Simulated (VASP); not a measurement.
Computed with r2SCAN meta-GGA with spin-orbit coupling, VASP's PBE PAW potentials (set 64) (plane waves; VASP).

VASP input:

**POSCAR**
```
NiAl
1
    2.8617681357     0.0000000000     0.0000000000
    0.0000000000     2.8617681357     0.0000000000
    0.0000000000     0.0000000000     2.8617681357
Al Ni
1 1
Direct
  0.5000000000   0.5000000000   0.5000000000
  0.0000000000   0.0000000000   0.0000000000
```

**KPOINTS_OPT**
```
k-points along high-symmetry lines
8
Line-mode
Reciprocal
  0.000000   0.000000   0.000000 ! GAMMA
  0.000000   0.500000   0.000000 ! X

  0.000000   0.500000   0.000000 ! X
  0.500000   0.500000   0.000000 ! M

  0.500000   0.500000   0.000000 ! M
  0.000000   0.000000   0.000000 ! GAMMA

  0.000000   0.000000   0.000000 ! GAMMA
  0.500000   0.500000   0.500000 ! R

  0.500000   0.500000   0.500000 ! R
  0.000000   0.500000   0.000000 ! X

  0.500000   0.500000   0.500000 ! R
  0.500000   0.500000   0.000000 ! M
```

**KPOINTS**
```
Automatic mesh
0
Gamma
11 11 11
0 0 0
```

### INCAR
```
# general
SYSTEM      =  NiAl
PREC        =  Accurate
ENCUT       =  400
LREAL       =  .FALSE.
LASPH       =  .TRUE.

# electronic loop
EDIFF       =  1E-6
NELM        =  100
ALGO        =  Normal
LMAXMIX     =  4   # l cut-off of mixed one-centre charges
LMIXTAU     =  .TRUE.

# smearing
ISMEAR      =  0   # Gaussian
SIGMA       =  0.05   # width (eV)

# functional
METAGGA     =  R2SCAN
GGA_COMPAT  =  .FALSE.

# spin
MAGMOM      =  6*0
LSORBIT     =  .TRUE.

# output
LWAVE       =  .FALSE.
LCHARG      =  .FALSE.
```

POTCAR, in this order: Al Ni (PBE.64 set). Program: vasp_ncl.

Problem. What does the run give for the energy per atom (σ→0), band gap (over mesh and band path)?

Solution. 
```yaml
energy per atom (σ→0): -10.033 eV/atom
band gap (over mesh and band path): none (metal, semimetal or under 0.01 eV)
```

OSZICAR:
```
...
DAV:  11    -0.200675911331E+02    0.62884E-03   -0.20536E-03  2480   0.120E+00    0.516E-02
DAV:  12    -0.200678680109E+02   -0.27688E-03   -0.50377E-04  2560   0.351E-01    0.812E-02
DAV:  13    -0.200678408626E+02    0.27148E-04   -0.52888E-05  2648   0.179E-01    0.456E-02
DAV:  14    -0.200678325502E+02    0.83124E-05   -0.23423E-05  2868   0.115E-01    0.179E-02
DAV:  15    -0.200678349884E+02   -0.24382E-05   -0.82097E-06  3132   0.571E-02    0.134E-03
DAV:  16    -0.200678354245E+02   -0.43617E-06   -0.59669E-07  1440   0.963E-03
   1 F= -.20067835E+02 E0= -.20066714E+02  d E =-.224240E-02  mag=     0.0000     0.0000    -0.0000
       N       E                     dE             ncg
```

The compound is NiAl in the CsCl type structure. It was relaxed first.
